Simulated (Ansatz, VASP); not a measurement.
# Cross-check of OsO between VASP and Ansatz

Wanted: the spread between two codes on one cell, functional and k mesh. The cell is generated by rule, not measured, and may not be a known phase. The cell is taken from a series of VASP runs on this material, whose earlier steps may have relaxed, scaled or displaced it; both programs get it as it stands.

Calculated with Ansatz 0.2.0; plane waves, with VASP 6.6.1 beside it; relaxation of cell and atoms at PBE.

## (1) Set-up

The structure is hexagonal, space group P6/mmm (No. 191). The conventional cell has a = 2.782 Å, b = 2.782 Å, c = 3.704 Å, α = 90.00°, β = 90.00°, γ = 120.00°. Nearest to Os lie 2 O at 1.85 Å. O has 2 Os at 1.85 Å nearest. Farther neighbours and most contacts between anions are not listed.

Structure file:

```xyz
2
Lattice="2.7823 0.0000 0.0000 -1.3912 2.4096 0.0000 0.0000 0.0000 3.7039" Properties=species:S:1:pos:R:3 pbc="T T T"
Os    0.0000    0.0000    1.8519
O     0.0000    0.0000    0.0000
```

## (2) VASP: relaxation of cell and atoms, PBE

The relaxed volume is the usual yardstick between codes: its relative difference is about their pressure difference at one cell divided by the bulk modulus.

Lines of VASP's logs that name or quote its potential files are left out, and so is its time.

INCAR reads:

```
SYSTEM = OsO
PREC = Accurate
ENCUT = 520
EDIFF = 1E-06
NELM = 100
ISMEAR = -1
SIGMA = 0.05
LREAL = .FALSE.
ALGO = Normal
GGA = PE
LORBIT = 11
LWAVE = .FALSE.
LCHARG = .FALSE.
IBRION = 2
NSW = 60
ISIF = 3
EDIFFG = -0.01
```

POSCAR reads:

```
OsO
1.0
    2.7823419603      0.0000000000      0.0000000000
   -1.3911709801      2.4095788179      0.0000000000
    0.0000000000      0.0000000000      3.7038629063
Os O
1 1
Direct
    0.0000000000      0.0000000000      0.5000000000
    0.0000000000      0.0000000000      0.0000000000
```

KPOINTS reads:

```
Automatic mesh
0
Gamma
9 9 6
0 0 0
```

Potentials, in the order of the species: Os and O (PBE family, release 64).

On the command line:

```console
> mpirun -np 1 vasp_std
```

Numbers of over 12 decimals in the logs are rounded to 6 here.

What it wrote:

```text
[banner, memory and clock lines left out]
running    1 mpi-ranks, on    1 nodes
 distrk:  each k-point on    1 cores,    1 groups
 distr:  one band on    1 cores,    1 groups

 POSCAR found type information on POSCAR OsO
 POSCAR found :  2 types and       2 ions
 LDA part: xc-table for (Slater+PW92), standard interpolation
 POSCAR, INCAR and KPOINTS ok, starting setup
 FFT: planning ... GRIDC
 FFT: planning ... GRID_SOFT
 FFT: planning ... GRID
 WAVECAR not read
 entering main loop
       N       E                     dE             d eps       ncg     rms          rms(c)
DAV:   1     0.751918105516E+02    0.75192E+02   -0.69571E+03  1056   0.121E+03
DAV:   2    -0.145468282935E+02   -0.89739E+02   -0.82776E+02  1121   0.318E+02
DAV:   3    -0.194416878328E+02   -0.48949E+01   -0.46575E+01  1237   0.644E+01
DAV:   4    -0.195025273644E+02   -0.60840E-01   -0.60554E-01  1179   0.761E+00
DAV:   5    -0.195030481237E+02   -0.52076E-03   -0.52058E-03  1239   0.617E-01    0.308E+01
DAV:   6    -0.176634060064E+02    0.18396E+01   -0.18218E+01  1367   0.365E+01    0.104E+01
DAV:   7    -0.172346706398E+02    0.42874E+00   -0.53023E+00  1511   0.199E+01    0.106E+01
DAV:   8    -0.170929116404E+02    0.14176E+00   -0.78137E-01  1526   0.839E+00    0.542E-01
DAV:   9    -0.170891348359E+02    0.37768E-02   -0.33950E-02  1146   0.199E+00    0.637E-01
DAV:  10    -0.170888334857E+02    0.30135E-03   -0.21573E-03  1224   0.486E-01    0.143E-01
DAV:  11    -0.170887355081E+02    0.97978E-04   -0.25031E-04  1356   0.169E-01    0.318E-02
DAV:  12    -0.170887363758E+02   -0.86768E-06   -0.19248E-05  1149   0.442E-02    0.439E-03
DAV:  13    -0.170887359762E+02    0.39954E-06   -0.73154E-07   663   0.856E-03
   1 F= -.17088736E+02 E0= -.17082614E+02  d E =-.170887E+02
[...]
2 F= -.17087245E+02 E0= -.17081922E+02  d E =0.149083E-02
[...]
3 F= -.17089002E+02 E0= -.17083125E+02  d E =-.265884E-03
[...]
4 F= -.17088941E+02 E0= -.17083254E+02  d E =0.613319E-04
 trial-energy change:    0.000061  1 .order    0.000057   -0.000484    0.000599
 step:   0.3827(harm=  0.3827)  dis= 0.00000  next Energy=   -17.089110 (dE=-0.108E-03)
 bond charge predicted
       N       E                     dE             d eps       ncg     rms          rms(c)
DAV:   1    -0.170900394830E+02   -0.10991E-02   -0.22153E-02  1089   0.149E+00    0.225E-01
DAV:   2    -0.170892749745E+02    0.76451E-03   -0.28666E-03  1156   0.512E-01    0.159E-01
DAV:   3    -0.170891364871E+02    0.13849E-03   -0.65545E-04  1476   0.277E-01    0.429E-02
DAV:   4    -0.170891081927E+02    0.28294E-04   -0.10218E-04  1185   0.933E-02    0.102E-02
DAV:   5    -0.170891101024E+02   -0.19097E-05   -0.51008E-06  1092   0.210E-02    0.392E-03
DAV:   6    -0.170891102974E+02   -0.19496E-06   -0.51847E-07   543   0.722E-03
   5 F= -.17089110E+02 E0= -.17083320E+02  d E =-.108438E-03
 curvature:  -0.25 expect dE=-0.176E-07 dE for cont linesearch -0.107E-07
 trial: gam=-0.01080 g(F)=  0.206E-63 g(S)=  0.695E-07 ort = 0.564E-05 (trialstep = 0.762E+00)
 search vector abs. value=  0.351E-07
 reached required accuracy - stopping structural energy minimisation
```

Parts of OUTCAR (step 2):

```text
ion  position               nearest neighbor table
   1  0.000  0.000  0.500-   2 1.85   2 1.85
   2  0.000  0.000  0.000-   1 1.85   1 1.85

  LATTYP: Found a hexagonal cell.
 ALAT       =     2.7823419603
 C/A-ratio  =     1.3312033385

 Subroutine GETGRP returns: Found 24 space group operations
 (whereof 24 operations were pure point group operations)

The static configuration has the point symmetry D_6h.

 Found     48 irreducible k-points:

   k-points           NKPTS =     48   k-points in BZ     NKDIM =     48   number of bands    NBANDS=     11

   dimension x,y,z NGX =    24 NGY =   24 NGZ =   28
   dimension x,y,z NGXF=    48 NGYF=   48 NGZF=   56

   ENCUT  =  520.0 eV  38.22 Ry    6.18 a.u.   5.17  5.17  6.89*2*pi/ulx,y,z

   NELECT =      14.0000    total number of electrons

 k-points in reciprocal lattice and weights: Automatic mesh
   0.00000000  0.00000000  0.00000000       0.002
   0.11111111  0.00000000  0.00000000       0.012
   0.22222222  0.00000000  0.00000000       0.012
   0.33333333 -0.00000000  0.00000000       0.012
   0.44444444  0.00000000  0.00000000       0.012
   0.11111111  0.11111111  0.00000000       0.012
   0.22222222  0.11111111  0.00000000       0.025
   0.33333333  0.11111111  0.00000000       0.025
   0.44444444  0.11111111  0.00000000       0.012
[...]
0.33333333  0.22222222  0.50000000       0.025
   0.33333333  0.33333333  0.50000000       0.004

 average (electrostatic) potential at core
       1 -47.0889       2 -71.2107

 E-fermi :   6.0868

 k-point     1 :       0.0000    0.0000    0.0000
  band No.  band energies     occupation
    ...
      5       3.1871      2.00000
      6       3.6652      2.00000
      7       3.6652      2.00000
      8       5.7684      1.99657
      9       5.7684      1.99657
     10      10.1702      0.00000
     11      14.6356      0.00000

 k-point     2 :       0.1111    0.0000    0.0000
  band No.  band energies     occupation
    ...
      5       3.0802      2.00000
      6       3.4840      2.00000
      7       4.0862      2.00000
      8       5.2346      2.00000
      9       5.6743      1.99948
     10      10.2347      0.00000
     11      15.4834      0.00000

 k-point     3 :       0.2222    0.0000    0.0000
  band No.  band energies     occupation
    ...
      5       2.8895      2.00000
      6       3.6335      2.00000
      7       4.1202      2.00000
      8       5.1754      2.00000
      9       5.4436      1.99999
     10      10.3717      0.00000
     11      17.4064      0.00000

  Total        0.0007648      0.0007648      0.0013085      0.0000000     -0.0000000      0.0000000
  in kB        0.0492037      0.0492037      0.0841789      0.0000000     -0.0000000      0.0000000
  external PRESSURE =       0.0608621 kB  Pullay stress =       0.0000000 kB

  energy-cutoff  :      520.00
  volume of cell :       24.90
      direct lattice vectors                 reciprocal lattice vectors
     2.787886121  0.000000000  0.000000000     0.358694709  0.207092487 -0.000000000
    -1.393943060  2.414380202 -0.000000000    -0.000000000  0.414184974 -0.000000000
     0.000000000  0.000000000  3.699885084    -0.000000000  0.000000000  0.270278665

 POSITION                                       TOTAL-FORCE (eV/Angst)
 -----------------------------------------------------------------------------------
      0.00000      0.00000      1.84994         0.000000      0.000000      0.000000
      0.00000      0.00000      0.00000        -0.000000     -0.000000      0.000000
 -----------------------------------------------------------------------------------
    total drift:                                0.000000     -0.000000     -0.000000

  FREE ENERGIE OF THE ION-ELECTRON SYSTEM (eV)
  ---------------------------------------------------
  free  energy   TOTEN  =       -17.0891102974 eV

  energy  without entropy=      -17.0775304133  energy(sigma->0) =      -17.08332036

 reached required accuracy - stopping structural energy minimisation

 total charge
# of ion       s       p       d       tot
------------------------------------------
    1        0.674   0.760   5.964   7.397
    2        1.573   3.433   0.000   5.006
--------------------------------------------------
tot          2.247   4.192   5.964  12.403

[... 3 further parts left out ...]
```

This run has no spin polarisation, so a moment on Os, if there is one, isn't seen. The run keeps the 24 symmetry operations of its start, so it cannot find a distortion of lower symmetry.

## (3) Ansatz: relaxation of cell and atoms, PBE

Ansatz runs on its default PAW (the set named soft_2) files.

The same cell, functional, mesh and smearing now go to Ansatz, which takes its cutoff from its data sets.

input.yaml reads:

```yaml
crystal:
  lattice:
    - [2.7823419603, 0.0, 0.0]
    - [-1.3911709801, 2.4095788179, 0.0]
    - [0.0, 0.0, 3.7038629063]
  atoms:
    - { symbol: Os, position: [0.0, 0.0, 0.5] }
    - { symbol: O, position: [0.0, 0.0, 0.0] }
hamiltonian:
  xc: pbe
  pseudopotentials: { kind: paw }
kpoints:
  mp_grid: { grid: [9, 9, 6] }
scf:
  occupations: { method: fermi_dirac, width: 0.05 }
relax:
  f_tol: 0.01
  max_steps: 60
  cell: { stress_tol: 0.05 }
output:
  forces: true
  stress: true
```

On the command line:

```console
> ansatz run input.yaml --threads 4 --pin off --max-ram 9216MiB --backend cpu --events-out ev --progress --plain --runs-dir out
```

What it wrote:

```text
Engine: ansatz 0.2.0, aarch64-unknown-linux-gnu
Pseudopotentials: kind: paw
Pseudopotential: Os, paw, valence charge 16, recommended cutoff 420 eV (normal), Os.paw.azcp
Pseudopotential: O, paw, valence charge 6, recommended cutoff 420 eV (normal), O.paw.azcp
Functional definition: PBE
  parameter kappa = 0.804
  parameter beta = 0.066725
  exchange = pbe_x(kappa = kappa, mu = beta*pi^2/3)
  correlation = pbe_c(beta = beta)
Crystal: 2 atoms, lattice volume = 24.832 Å³
Basis set: ecut = 420 eV, 481 PW (Γ), exchange–correlation on 40×40×50 points (8 copies of the dense FFT grid, shifted against one another)
Bands: 15, of which v1, the nominal top of the filled ones, is band 11 counted from 1 (10 counted from 0)
Symmetry: 24 space group operations
Space group: P6/mmm (ITA 191), of the structure as read, at distance tolerance 2.9e-5 Å
k-points: 48 of 486
Non-local potential: Os, projectors of the file, l = 0: 3, l = 1: 2, l = 2: 2, l = 3: 1
Non-local potential: O, projectors of the file, l = 0: 2, l = 1: 2, l = 2: 1
PAW form: soft (Blöchl's): semilocal exchange-correlation on the pseudo side does not see the compensation charge
PAW one-centre angular grid: Os, 590 points (default); XC on 64 Gauss nodes
PAW one-centre angular grid: O, 110 points (default); XC on 64 Gauss nodes
Initial density: superposition of atomic densities (neutral atoms: chi_scale 0, normalization atom), corrected by the library's trained network
Initial wavefunctions: pseudopotential atomic-orbital guess
Functional: x = pbe(κ = 0.804, μ = 0.219515), c = pbe(β = 0.066725)
SCF iter   1: F=—  HF=-11950.477308 eV  |F-HF|=—  |Δ(HF+E_count)|=         —  Δρ=1.51e-2  dr2=7.43e-2  ethr=1.77e-3  ⟨swp⟩=5.2  Hψ=3573  notcnv=0
preconditioner: auto → none  [metal: Δε(μ)=0.037 eV  Ē_g=11.685 eV  σ=0.050 eV  W_gap=0.18  n_scr=8 (ndim 8)  ℏωp=27.9 eV  f_vac=0.000  D(μ)=1.61/eV (n_scr^D=22)  sad-step TF]
SCF iter   2: F=—  HF=-11950.472322 eV  |F-HF|=—  |Δ(HF+E_count)|=   4.99e-3  Δρ=1.08e-2  dr2=4.26e-2  ethr=3.38e-4  ⟨swp⟩=1.1  Hψ=1109  notcnv=0
SCF iter   3: F=—  HF=-11950.464178 eV  |F-HF|=—  |Δ(HF+E_count)|=   8.14e-3  Δρ=1.30e-3  dr2=4.80e-4  ethr=1.94e-4  ⟨swp⟩=2.2  Hψ=1002  notcnv=0
SCF iter   4: F=—  HF=-11950.464089 eV  |F-HF|=—  |Δ(HF+E_count)|=   8.97e-5  Δρ=3.03e-4  dr2=1.81e-5  ethr=2.18e-6  ⟨swp⟩=2.4  Hψ=1181  notcnv=0
SCF iter   5: F=—  HF=-11950.463580 eV  |F-HF|=—  |Δ(HF+E_count)|=   5.08e-4  Δρ=5.83e-5  dr2=3.10e-7  ethr=8.23e-8  ⟨swp⟩=2.0  Hψ=1206  notcnv=0
SCF iter   6: F=-11950.463581 eV  HF=-11950.463581 eV  |F-HF|=6.28e-9  |Δ(HF+E_count)|=   1.56e-7  Δρ=1.23e-5  dr2=1.27e-8  ethr=4.55e-10  ⟨swp⟩=4.1  Hψ=2322  notcnv=0
SCF 1 converged in 6 iterations: F = -11950.463581 eV  dr2 = 1.27e-8
  greatest PAW one-centre occupation: 1.000 electrons in one spin orbital (limit 2), on the Os atom at site 0 (counted from 0), in its partial waves of l = 0
relax step   1: F+E_penalty+E_count = -11950.46358064 eV  Δ(F+E_penalty+E_count) = +0.000e0 eV  max|allowed force component| = 1.289e-31 eV/Å  Δτ_max = 0.0000 Å  P = -1.822 GPa  Ω = 24.832 Å³  (6 SCF iters, dr2 threshold 1.00e-7 eV, accepted)
[...]
relax step   2: F+E_penalty+E_count = -11950.46579737 eV  Δ(F+E_penalty+E_count) = -2.217e-3 eV  max|allowed force component| = 1.310e-31 eV/Å  Δτ_max = 0.0000 Å  P = -1.176 GPa  Ω = 24.974 Å³  energy of the carried Pulay correction = -5.282e-4 eV  (6 SCF iters, dr2 threshold 2.00e-7 eV, accepted)
[...]
relax step   3: F+E_penalty+E_count = -11950.46680530 eV  Δ(F+E_penalty+E_count) = -1.008e-3 eV  max|allowed force component| = 6.882e-32 eV/Å  Δτ_max = 0.0000 Å  P = +0.378 GPa  Ω = 24.804 Å³  energy of the carried Pulay correction = +2.773e-5 eV  (6 SCF iters, dr2 threshold 2.00e-7 eV, accepted)
[...]
relax step   4: F+E_penalty+E_count = -11950.46672883 eV  Δ(F+E_penalty+E_count) = +7.647e-5 eV  max|allowed force component| = 4.677e-30 eV/Å  Δτ_max = 0.0000 Å  P = -0.006 GPa  Ω = 24.840 Å³  energy of the carried Pulay correction = -8.679e-5 eV  (6 SCF iters, dr2 threshold 2.00e-7 eV, accepted)
[...]
relax step   5: F+E_penalty+E_count = -11950.46676748 eV  Δ(F+E_penalty+E_count) = -3.865e-5 eV  max|allowed force component| = 4.580e-30 eV/Å  Δτ_max = 0.0000 Å  P = +0.000 GPa  Ω = 24.840 Å³  stress off target by 3.77e-2 GPa  SCF on the basis re-selected at this cell (its energy is not comparable with the rows above)  (8 SCF iters)
basis re-selected at this cell: Δ(F+E_penalty+E_count) = -3.865e-5 eV, ΔP = +0.006 GPa vs the last step (what re-selecting the basis moved, of the pressure what is left beyond the Pulay correction that the steps carried, after the strain that the cell walked since its last selection, with what the two solves' SCF thresholds leave and, on support functions, any second-order correction that the steps lacked; it is no m [...]
SCF converged after 8 iterations
Free energy (F): -11950.466767 eV
Harris-Foulkes:  -11950.466767 eV  (|F-HF|=5.46e-12)
Internal energy: -11950.455437 eV  (E = F + TS)
E sigma→0 (E₀):  -11950.461102 eV
Entropy (-TS):   -0.011330 eV (-5.665 meV/atom)
Fermi energy:    16.425689 eV
--- Per-component energies (eV) ---
  E_band       = -186.277405
  E_kinetic    = 732.738391
  E_local      = -1466.612168  (includes V_loc(G=0)·N_el)
  E_nonlocal   = 46.966472
  E_hartree    = 559.953793
  E_xc         = -337.719983
  E_vxc        = -374.548818  (∫ρ·V_xc dr)
  E_paw        = -9169.615378  (= ΣΔE_a)
  E_vpaw       = -244.731121  (= ΣTr[D̂ρ^β])
  E_aug_tail   = 0.002253  (compensation charges beyond the density's cutoff)
  E_ewald      = -2316.168817
  E_smearing   = -0.011330  (= −TS)
  E_closure    = -0.000000  (closes the sum)
  Σ components = -11950.466767   (vs F -11950.466767, Δ=0.00e0)
--- Forces (eV/Å), atoms counted from 1 ---
  atom   1  Os    -0.00000000    -0.00000000     0.00000000
  atom   2  O      0.00000000     0.00000000     0.00000000
  max |Σ_I F_I| component: 7.67e-30 eV/Å
--- Stress (GPa, compression-positive) ---
        0.019105       0.000000       0.000000
        0.000000       0.019105      -0.000000
        0.000000      -0.000000      -0.037663
  P = ⅓ Tr σ = 0.0002 GPa (0.002 kbar)
--- Relaxed structure (4 steps of the walk, 4 accepted, 1 SCFs on fresh bases) ---
  F+E_penalty+E_count = -11950.46676748 eV   max|allowed force component| = 4.580e-30 eV/Å   (the final SCF, on the basis selected at the relaxed cell)
  cell:  # Å, volume = 24.8397 Å³
    - [2.789766, -2.8944557529820055e-11, 0.0]
    - [-1.394883, 2.416009, 0.0]
    - [0.0, 0.0, 3.685368]
  atoms:
    - { symbol: Os, position: [0, 0, 0.5] }
    - { symbol: O, position: [0, 0, 0.0] }
```

Run time: 2.3 s. Hardware: 4 threads of Arm Neoverse V1, shared host; peak memory 0.3 GiB.

## (4) Differences

Known differences besides the potentials themselves: both relaxations stop at a tolerance, which leaves soft axes loose, and VASP keeps its plane-wave basis; the data sets hold 22 valence electrons in Ansatz (default PAW (the set named soft_2) files) and 14 in VASP; the cutoff is 420 eV in Ansatz and 520 eV in VASP; VASP leaves aspherical gradient terms in its spheres out (LASPH is not set), Ansatz keeps them; Ansatz adds a Pulay correction to the stress that steers its cell, VASP none. Total energies have different zeros and are not compared.

Compared:

| quantity | Ansatz | VASP | difference |
| --- | --- | --- | --- |
| volume (Å³) | 24.84 | 24.90 | -0.26 % |
| edge a after relaxation, in the typed setting (Å) | 2.790 | 2.788 | +0.07 % |
| edge c after relaxation, in the typed setting (Å) | 3.685 | 3.700 | -0.39 % |

The walks stopped with 0.00 GPa left in Ansatz and 0.01 GPa in VASP; each walk ends within a tolerance, so the volume difference is uncertain by about these residues over the bulk modulus, most in soft cells.

## (5) Results

| Quantity | Value |
| --- | --- |
| difference in edge c after relaxation, in the typed setting (relaxation of cell and atoms, PBE) | -0.39 % |

The difference in edge c after relaxation, in the typed setting is -0.39 % (relaxation of cell and atoms, PBE), within the 1.2 % picked in this series as the mark of a large difference, as far as the stopping tolerances let one tell. Such differences can come from data sets, numerical settings and the points named under the comparisons, not from the functional's error against experiment.

[Lines on the potential files, build, host, timing and source positions are cut from VASP's logs without a mark.]

[Logs are printed without paths, hosts, clocks, repeated set-up lines and the standing remarks that a program may print on its own settings, such as how far it seeks lower states.]

[Hosts, paths, dates, database ids (printed as entryN), source tags and the programs' standing remarks are cut or masked in the printed files.]
